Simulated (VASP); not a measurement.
CdTe:

```
Cd Te
1.0
     0.00000    3.31114    3.31114
     3.31114    0.00000    3.31114
     3.31114    3.31114    0.00000
Cd Te
1 1
Direct
  0.00000 0.00000 0.00000
  0.25000 0.25000 0.25000
```

Base run:

| Property | Result |
| --- | --- |
| Program | VASP 6.6.1 |
| Functional | TB-mBJ |
| Potentials or basis | VASP PAW PBE potentials, release 64 (Cd, Te) |
| Cutoff | 520 eV |
| k mesh | 8 × 8 × 8 |
| Occupations | gaussian, width 0.03 eV |
| Spin | no spin polarisation |

Its results: band gap on the k mesh 1.64 eV, direct.

**Question.** The run is repeated on the same cell with these changes: functional from TB-mBJ to r2SCAN. What comes out?

**Answer.** Band gap on the k mesh 1.06 eV, direct.

Caveats: spin-orbit coupling is left out, which moves the levels of the heavy elements.
